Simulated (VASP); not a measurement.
All values below come from AM05 GGA, VASP's PBE PAW potentials (set 64) (plane waves; VASP).

The input files of a VASP run:

INCAR:
```
! general
SYSTEM  =  Na
PREC    =  Accurate
ENCUT   =  520   ! plane-wave cut-off (eV)
LREAL   =  .FALSE.
LASPH   =  .TRUE.   ! aspherical one-centre terms

! electronic loop
EDIFF   =  1E-6   ! SCF stop (eV)
NELM    =  100
ALGO    =  Normal

! smearing
ISMEAR  =  1
SIGMA   =  0.1   ! width (eV)

! functional
GGA     =  AM

! ions
IBRION  =  2
NSW     =  60   ! most ionic steps
ISIF    =  3
EDIFFG  =  -0.01

! output
LWAVE   =  .FALSE.
LCHARG  =  .FALSE.
```

File POSCAR:
```
Na
1.0
 -2.0997269446   2.0997269446   2.0997269446
  2.0997269446  -2.0997269446   2.0997269446
  2.0997269446   2.0997269446  -2.0997269446
Na
1
Cart
  0.0000000000   0.0000000000   0.0000000000
```

### KPOINTS
```
Automatic mesh
0
Gamma
11 11 11
0 0 0
```

POTCAR, in this order: Na_pv (PBE.64 set). Program: vasp_std.

Output

**OUTCAR**
```
 ion  position               nearest neighbor table
   1  0.000  0.000  0.000-
  LATTYP: Found a body centered cubic cell.
 ALAT       =     4.1994538892
 Subroutine PRICEL returns:
 Original cell was already a primitive cell.
 Subroutine GETGRP returns: Found 48 space group operations
The static configuration has the point symmetry O_h .
The dynamic configuration has the point symmetry O_h .
 Subroutine INISYM returns: Found 48 space group operations
 Subroutine IBZKPT returns following result:
 Found     56 irreducible k-points:

 Following reciprocal coordinates:
            Coordinates               Weight
  0.000000  0.000000  0.000000      1.000000
  0.090909  0.000000  0.000000     12.000000
  0.181818  0.000000  0.000000     12.000000
  0.272727  0.000000  0.000000     12.000000
  0.363636  0.000000  0.000000     12.000000
  0.454545  0.000000  0.000000     12.000000
  0.090909  0.090909  0.000000     24.000000
  0.181818  0.090909 -0.000000     48.000000
  0.272727  0.090909  0.000000     48.000000
  0.363636  0.090909  0.000000     48.000000
...
```

**OSZICAR**
```
       N       E                     dE             d eps       ncg     rms          rms(c)
DAV:   1     0.208187855793E+02    0.20819E+02   -0.39150E+03   784   0.826E+02
DAV:   2    -0.901339099444E+00   -0.21720E+02   -0.21718E+02   812   0.140E+02
DAV:   3    -0.130677185116E+01   -0.40543E+00   -0.40543E+00  1036   0.275E+01
DAV:   4    -0.131077153390E+01   -0.39997E-02   -0.39997E-02   966   0.251E+00
DAV:   5    -0.131081403955E+01   -0.42506E-04   -0.42506E-04  1015   0.215E-01    0.263E-01
DAV:   6    -0.130830195574E+01    0.25121E-02   -0.48317E-03  1008   0.136E+00    0.154E-01
DAV:   7    -0.130740426815E+01    0.89769E-03   -0.45485E-03   987   0.114E+00    0.517E-02
DAV:   8    -0.130734385088E+01    0.60417E-04   -0.30069E-04   840   0.414E-01    0.226E-03
DAV:   9    -0.130734445244E+01   -0.60156E-06   -0.13291E-06   903   0.184E-02
   1 F= -.13073445E+01 E0= -.13072289E+01  d E =-.130734E+01
```

### OUTCAR
```
------------------------ aborting loop because EDIFF is reached ----------------------------------------
  FORCE on cell =-STRESS in cart. coord.  units (eV):
  Direction    XX          YY          ZZ          XY          YZ          ZX
  --------------------------------------------------------------------------------------
  Total        0.0090725      0.0090725      0.0090725     -0.0000000      0.0000000      0.0000000
  in kB        0.3925433      0.3925433      0.3925433     -0.0000000      0.0000000      0.0000000
  external PRESSURE =       0.3925433 kB  Pullay stress =       0.0000000 kB
  volume of cell :       37.03
      direct lattice vectors                 reciprocal lattice vectors
    -2.099726945  2.099726945  2.099726945     0.000000000  0.238126201  0.238126201
     2.099726945 -2.099726945  2.099726945     0.238126201  0.000000000  0.238126201
     2.099726945  2.099726945 -2.099726945     0.238126201  0.238126201  0.000000000
 POSITION                                       TOTAL-FORCE (eV/Angst)
 -----------------------------------------------------------------------------------
      0.00000      0.00000      0.00000         0.000000     -0.000000      0.000000
 -----------------------------------------------------------------------------------
    total drift:                                0.000000     -0.000000      0.000000
  FREE ENERGIE OF THE ION-ELECTRON SYSTEM (eV)
  ---------------------------------------------------
  free  energy   TOTEN  =        -1.3073444524 eV

  energy  without entropy=       -1.3069977973  energy(sigma->0) =       -1.30722890

 reached required accuracy - stopping structural energy minimisation
```
(Selected blocks of OUTCAR.)

The compound is Na in the bcc structure. It was relaxed first. The start is the result of an earlier pass.
